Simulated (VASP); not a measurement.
Data:

```
CdTe
1.0
    0.00000     3.47245     3.47245
    3.47245     0.00000     3.47245
    3.47245     3.47245     0.00000
Cd Te
1 1
Direct
  0.00000   0.00000   0.00000
  0.25000   0.25000   0.25000
```

Level of theory: vdW-DF2, VASP's PBE PAW potentials (set 64) (plane waves; VASP). Run with 520 eV cut-off, 7×7×7 Γ-centred mesh, Gaussian smearing of 0.050 eV, potentials Cd Te.

Question: Give the stress tensor in GPa (positive for a compressed cell).

Answer: 
```
-1.44   0.00   0.00
 0.00  -1.44   0.00
 0.00   0.00  -1.44
```
The pressure is its mean diagonal, -1.44 GPa.

The compound is CdTe in the zinc blende structure. This cell is one point of a volume scan, at 1.06 of the reference volume.
